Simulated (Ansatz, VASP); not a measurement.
**Cross-check of Ti2S2N (Ti2NS2 MXene monolayer) between VASP and Ansatz**

One calculation is typed for both programs; each brings its own data sets. How far apart do they land? Of the first pair: The structure shown is the start of the Ansatz relaxation below; VASP solves that cell, so the two are compared at the walk's first step.

Program: Ansatz 0.2.0. Level of theory: plane waves, with VASP 6.6.1 beside it; single point at PBE with D3(BJ). Results are calculated unless marked as measured.

## Step 1: Starting point

The cell holds 5 atoms: 2 S, 2 Ti and 1 N. Its edges and angles: a = 3.029 Å, b = 3.029 Å, c = 42.835 Å, α = 90.0°, β = 90.0°, γ = 120.0°. Vacuum lies along c.

## Step 2: Ansatz: relaxation, PBE with D3(BJ)

Ansatz runs on its PAW soft_1 files.

The two programs are compared at the cell with which this relaxation starts, whose forces are those of its first step.

input.yaml

```yaml
crystal:
  lattice:
    - [3.02874, 0.0, 0.0]
    - [-1.51437, 2.6229657815, 0.0]
    - [0.0, 0.0, 42.8354521808]
  atoms:
    - { symbol: S, position: [0.3333333333, 0.6666666667, 0.4307179932] }
    - { symbol: Ti, position: [0.6666666667, 0.3333333333, 0.472101144], spin: 1.0 }
    - { symbol: "N", position: [0.0, 0.0, 0.5] }
    - { symbol: Ti, position: [0.3333333333, 0.6666666667, 0.527898856], spin: 1.0 }
    - { symbol: S, position: [0.6666666667, 0.3333333333, 0.5692820068] }
  periodic: [true, true, false]
magnetization:
  spin_polarized: true
kpoints:
  mp_grid: { grid: [12, 12, 1] }
hamiltonian:
  xc: pbe
  dispersion: d3bj
  pseudopotentials: { kind: paw, azcp: { folder: soft_1 } }
scf:
  occupations: { method: fermi_dirac, width: 0.05 }
  convergence: { dr2_threshold: 1.0e-09 }
relax:
  f_tol: 0.004
  max_steps: 90
  cell: {}
output:
  write_potential: true
  write_density: true
  volumetric_format: npy
```

Command:

```
> ansatz run input.yaml --threads 2 --pin off --max-ram 3072MiB --backend cpu --events-out ev --progress --plain --runs-dir out
```

Numbers of over 12 decimals in the logs are rounded to 6 here.

Log:

```text
Warning: relax.cell: scf.convergence.dr2_threshold = 1e-9 eV is looser than the 1.96897962284e-10 eV advised for a relaxation that steers and ends on the stress (1e-10 eV for each atom of the cell: 5, times the square of relax.cell.stress_2d_tol = 0.05 N/m over 15.9 Å (the atoms' height at the walk's start and 5 Å past either face), 3.138e-2 GPa, over a crystal's default 0.05). What an SCF threshold leaves in a stress goes as its square root, and in the free energy as the threshold itself, and one threshold admits the most on a small cell: [figures from the program's tests cut] Set scf.convergence.dr2_threshold to 1.96897962284e-10 eV or tighter. [rest of the remark cut]
Engine: ansatz 0.2.0, aarch64-unknown-linux-gnu
Pseudopotentials: kind: paw
Pseudopotential: S, paw, valence charge 6, recommended cutoff 420 eV (normal), soft_1/S.paw.azcp
Pseudopotential: Ti, paw, valence charge 12, recommended cutoff 420 eV (normal), soft_1/Ti.paw.azcp
Pseudopotential: N, paw, valence charge 5, recommended cutoff 420 eV (normal), soft_1/N.paw.azcp
Functional definition: PBE
  parameter kappa = 0.804
  parameter beta = 0.066725
  exchange = pbe_x(kappa = kappa, mu = beta*pi^2/3)
  correlation = pbe_c(beta = beta)
Crystal: 5 atoms, lattice volume = 340.297 Å³
Basis set: ecut = 420 eV, 6563 PW (Γ), exchange–correlation on 48×48×576 points (8 copies of the dense FFT grid, shifted against one another)
Bands: 27, of which v1, the nominal top of the filled ones, is band 21 counted from 1 (20 counted from 0)
Symmetry: 12 space group operations
Space group: P-3m1 (ITA 164), of the structure as read, at distance tolerance 7.0e-5 Å
Magnetic group: BNS 164.85 (UNI 1315), of the structure as read, at distance tolerance 7.0e-5 Å
k-points: 19 of 144
Non-local potential: S, projectors of the file, l = 0: 2, l = 1: 2, l = 2: 1
Non-local potential: Ti, projectors of the file, l = 0: 3, l = 1: 2, l = 2: 3, l = 3: 1
Non-local potential: N, projectors of the file, l = 0: 2, l = 1: 2, l = 2: 1
PAW form: soft (Blöchl's): semilocal exchange-correlation on the pseudo side does not see the compensation charge
PAW one-centre angular grid: S, 110 points (default); XC on 64 Gauss nodes
PAW one-centre angular grid: Ti, 590 points (default); XC on 64 Gauss nodes
PAW one-centre angular grid: N, 110 points (default); XC on 64 Gauss nodes
Initial density: superposition of atomic densities (neutral atoms: chi_scale 0, normalization atom)
Starting moments: Σ|m| = 2 μB on 2 of 5 sites
Initial wavefunctions: pseudopotential atomic-orbital guess
Functional: x = pbe(κ = 0.804, μ = 0.219515), c = pbe(β = 0.066725)
SCF iter   1: F=—  HF=-7199.166278 eV  |F-HF|=—  |Δ(HF+E_count)|=         —  Δρ=3.10e-2 (↑3.10e-2 ↓2.32e-2)  dr2=1.37e1  dr2_m=3.45e-1  M=0.870 μB ∫|m|=1.019 μB  β_m=0.30  ethr=3.10e-3  ⟨swp⟩=13.9  Hψ=7914  notcnv=0
Mixer restart at iter 1: flushing history
preconditioner: auto → LDOS  [metal: Δε(μ)=0.055 eV  Ē_g=9.074 eV  σ=0.050 eV  W_gap=0.25  n_scr=26 (ndim 8)  ℏωp=10.1 eV  f_vac=0.768  D(μ)=2.05/eV (n_scr^D=14)]
spin=Collinear: LDOS preconditioning applied to the charge; magnetization (m = ρ↑ − ρ↓) channel mixes plain (no charge-response kernel on spin).
SCF iter   2: F=—  HF=-7196.259679 eV  |F-HF|=—  |Δ(HF+E_count)|=    2.91e0  Δρ=1.75e-2 (↑1.75e-2 ↓1.06e-2)  dr2=2.76e0  dr2_m=2.01e-1  M=0.729 μB ∫|m|=0.932 μB  β_m=0.43  ethr=3.10e-3  ⟨swp⟩=4.4  Hψ=2658  notcnv=0  defer=36
SCF iter   3: F=—  HF=-7195.580702 eV  |F-HF|=—  |Δ(HF+E_count)|=   6.79e-1  Δρ=6.65e-3 (↑6.65e-3 ↓4.95e-3)  dr2=2.11e-1  dr2_m=6.13e-2  M=0.560 μB ∫|m|=0.746 μB  β_m=0.66  ethr=3.10e-3  ⟨swp⟩=3.8  Hψ=2502  notcnv=0  defer=33
SCF iter   4: F=—  HF=-7195.743543 eV  |F-HF|=—  |Δ(HF+E_count)|=         —  Δρ=5.73e-3 (↑5.73e-3 ↓3.10e-3)  dr2=7.61e-2  dr2_m=5.48e-2  M=0.126 μB ∫|m|=0.235 μB  β_m=0.66  ethr=5.15e-4  ⟨swp⟩=3.9  Hψ=2431  notcnv=0  defer=35
SCF iter   5: F=—  HF=-7195.723185 eV  |F-HF|=—  |Δ(HF+E_count)|=   2.04e-2  Δρ=1.44e-3 (↑1.29e-3 ↓1.44e-3)  dr2=6.44e-3  dr2_m=5.24e-3  M=0.057 μB ∫|m|=0.116 μB  β_m=0.81  ethr=1.86e-4  ⟨swp⟩=3.3  Hψ=2184  notcnv=0  defer=34
SCF iter   6: F=—  HF=-7195.724686 eV  |F-HF|=—  |Δ(HF+E_count)|=   1.50e-3  Δρ=7.69e-4 (↑4.63e-4 ↓7.69e-4)  dr2=1.64e-3  dr2_m=7.28e-4  M=0.019 μB ∫|m|=0.044 μB  β_m=0.77  ethr=1.57e-5  ⟨swp⟩=2.9  Hψ=2363  notcnv=0  defer=34
[...]
eigensolver tolerance schedule: the retry pair's looser diagonalisation over-reported the residual by 7393.53 of it (diagonalisation noise at 1.36 of the residual, at the tolerance the schedule requests for it); recorded, not acted on — ethr = c·dr2/N_el stays at c = 1.0e-1
spin=Collinear: LDOS preconditioning applied to the charge; magnetization (m = ρ↑ − ρ↓) channel mixes plain (no charge-response kernel on spin).
SCF iter   2: F=—  HF=-7196.294091 eV  |F-HF|=—  |Δ(HF+E_count)|=   9.88e-5  Δρ=1.74e-6 (↑1.74e-6 ↓1.73e-6)  dr2=1.43e-8  dr2_m=4.71e-12  M=-0.000 μB ∫|m|=0.000 μB  β_m=0.30  ethr=3.27e-11  ⟨swp⟩=6.0  Hψ=3998  notcnv=0
SCF iter   3: F=—  HF=-7196.294083 eV  |F-HF|=—  |Δ(HF+E_count)|=   8.84e-6  Δρ=1.93e-6 (↑1.93e-6 ↓1.93e-6)  dr2=4.88e-9  dr2_m=4.80e-12  M=-0.000 μB ∫|m|=0.000 μB  β_m=0.65  ethr=3.27e-11  ⟨swp⟩=2.5  Hψ=1497  notcnv=0
SCF iter   4: F=—  HF=-7196.294124 eV  |F-HF|=—  |Δ(HF+E_count)|=   4.14e-5  Δρ=5.61e-7 (↑5.55e-7 ↓5.61e-7)  dr2=6.16e-9  dr2_m=4.38e-13  M=-0.000 μB ∫|m|=0.000 μB  β_m=0.57  ethr=1.19e-11  ⟨swp⟩=4.2  Hψ=2458  notcnv=0
SCF iter   5: F=—  HF=-7196.294125 eV  |F-HF|=—  |Δ(HF+E_count)|=   8.49e-7  Δρ=3.34e-7 (↑3.28e-7 ↓3.34e-7)  dr2=2.32e-9  dr2_m=2.48e-13  M=-0.000 μB ∫|m|=0.000 μB  β_m=0.79  ethr=1.19e-11  ⟨swp⟩=2.8  Hψ=1694  notcnv=0
SCF iter   6: F=-7196.294125 eV  HF=-7196.294125 eV  |F-HF|=3.40e-8  |Δ(HF+E_count)|=   2.84e-7  Δρ=1.08e-7 (↑1.06e-7 ↓1.08e-7)  dr2=3.42e-10  dr2_m=5.87e-14  M=-0.000 μB ∫|m|=0.000 μB  ethr=2.44e-12  ⟨swp⟩=12.6  Hψ=8719  notcnv=0
the starting moments were not kept: the SCF closed with an absolute magnetisation of 6.4e-7 μB, where they sum to 2 μB in size (2 sites). That is at most 0.1 of that sum. Measured as dr2_m measures the in/out step, that magnetisation stands 5.4e-14 eV from none, at or under the dr2_threshold of 1.0e-9 eV: it is no larger than a step whose dr2_m would equal this threshold.
SCF 9 converged in 6 iterations: F = -7196.294125 eV  dr2 = 3.42e-10
relax step   9: F+E_penalty+E_count = -7196.29412516 eV  Δ(F+E_penalty+E_count) = -4.699e-5 eV  max|allowed force component| = 1.447e-4 eV/Å  Δτ_max = 0.0000 Å  P = +0.002 N/m  Ω = 366.857 Å³  fix = [c, alpha, beta]  reactions: c +0.000 N/m  stress off target by 1.59e-3 N/m on what of the cell is left free  SCF on the basis re-selected at this cell (its energy is not comparable with the rows above)  (6 SCF iters)
basis re-selected at this cell: Δ(F+E_penalty+E_count) = -4.699e-5 eV, ΔP = +0.000 N/m vs the last step (what re-selecting the basis moved, of the pressure what is left beyond the Pulay correction that the steps carried, after the strain that the cell walked since its last selection, with what the two solves' SCF thresholds leave and, on support functions, any second-order correction that the steps lacked; it is no m [...]
WARN: The output density's exchange-correlation potential varies sharply where the density is thin. Do not read a vacuum level from v_tot or v_xc, or from such a field of the output density. On a cell that repeats whose density bears no net charge and no dipole along the vacuum's axis use v_es (v_loc + v_h of the components); under efield.dipole_correction with no amplitude use v_es + v_field, which holds any externa [...]
SCF converged after 6 iterations
Magnetization: -0.0000 μB (20.5000 up, 20.5000 down)
Absolute magnetization: 0.0000 μB (∫|ρ↑−ρ↓|, with the PAW one-centre terms)
Spin contamination: 0.0000 ħ² per cell (⟨S²⟩ above its minimum at these occupations)
Per-site moments (μB) at R_I (Å): [(3.446842353733156e-8, 0.983755), (-1.3877902900418193e-7, 0.889718), (9.230520075371252e-8, 0.889718), (-1.3877902901534064e-7, 0.889718), (3.446842359016215e-8, 0.983755)]
Free energy (F): -7196.294125 eV
Harris-Foulkes:  -7196.294125 eV  (|F-HF|=3.40e-8)
Internal energy: -7196.276990 eV  (E = F + TS)
E sigma→0 (E₀):  -7196.285558 eV
Entropy (-TS):   -0.017135 eV (-3.427 meV/atom)
Fermi energy:    -5.745881 eV
--- Per-component energies (eV) ---
  E_band       = -1010.323560
  E_kinetic    = 902.819452
  E_local      = -155956.612618  (includes V_loc(G=0)·N_el)
  E_nonlocal   = 223.559811
  E_hartree    = 77369.603311
  E_xc         = -472.356900
  E_vxc        = -535.511246  (∫ρ·V_xc dr)
  E_paw        = -3427.481004  (= ΣΔE_a)
  E_vpaw       = -383.789444  (= ΣTr[D̂ρ^β])
  E_aug_tail   = 0.000661  (compensation charges beyond the density's cutoff)
  E_ewald      = 74165.967395
  E_disp       = -1.777098  (pairwise vdW)
  E_smearing   = -0.017135  (= −TS)
  E_closure    = -0.000000  (closes the sum)
  Σ components = -7196.294125   (vs F -7196.294125, Δ=0.00e0)
--- Forces (eV/Å), atoms counted from 1 ---
  atom   1  S     -0.00000000     0.00000000     0.00003386
  atom   2  Ti    -0.00000000    -0.00000000    -0.00014474
  atom   3  N      0.00000000     0.00000000     0.00000000
  atom   4  Ti     0.00000000     0.00000000     0.00014474
  atom   5  S      0.00000000     0.00000000    -0.00003386
  max |Σ_I F_I| component: 5.42e-20 eV/Å
--- 2D stress c σ (N/m, compression-positive) ---
        0.001585      -0.000000      -0.000000
       -0.000000       0.001585      -0.000000
       -0.000000      -0.000000       0.000000
  P = ½ c Tr σ = 0.0016 N/m
--- Band table (eV; the first three rows and the last of 38) ---
  k-point 0 ↑: bands = [... 17 lower, -6.8853, -5.5558, -5.5558, -5.4328, -5.4328, -5.2318, -4.2024, -4.2024, ... 2 higher]
  k-point 1 ↑: bands = [... 17 lower, -6.8355, -6.3676, -6.0876, -5.4611, -4.9544, -4.8641, -4.2270, -4.1155, ... 2 higher]
  k-point 2 ↑: bands = [... 17 lower, -7.0004, -6.9904, -6.4960, -5.8438, -4.7238, -4.5540, -4.1785, -3.7235, ... 2 higher]
  k-point 18 ↓: bands = [... 17 lower, -9.2344, -8.3938, -8.3938, -4.5455, -4.5455, -4.3868, -3.3984, -3.3984, ... 2 higher]
  the weakly bound empty levels are not read free of the cell's end (no_gap_told)
--- Relaxed structure (7 steps of the walk, 7 accepted, 2 SCFs on fresh bases) ---
  F+E_penalty+E_count = -7196.29412516 eV   max|allowed force component| = 1.447e-4 eV/Å   (the final SCF, on the basis selected at the relaxed cell)
  cell:  # Å, volume = 366.8566 Å³
    - [3.144714, 0, 0]
    - [-1.572357, 2.723402, 0]
    - [0, 0, 42.8354521808]
  atoms:
    - { symbol: S, position: [0.333333, 0.666667, 0.436718] }
    - { symbol: Ti, position: [0.666667, 0.333333, 0.472817] }
    - { symbol: N, position: [0, 0, 0.500000] }
    - { symbol: Ti, position: [0.333333, 0.666667, 0.527183] }
    - { symbol: S, position: [0.666667, 0.333333, 0.563282] }
```

The column dr2 measures how far the density is from self-consistency, as an energy; F and HF (Harris–Foulkes) agree once it is small.

(Continued in part 2 of 2.)

[Lines on the potential files, build, host, timing and source positions are cut from VASP's logs without a mark.]

[Logs are printed without paths, hosts, clocks, repeated set-up lines and the standing remarks that a program may print on its own settings, such as how far it seeks lower states.]

[Hosts, paths, dates, database ids (printed as entryN), source tags and the programs' standing remarks are cut or masked in the printed files.]
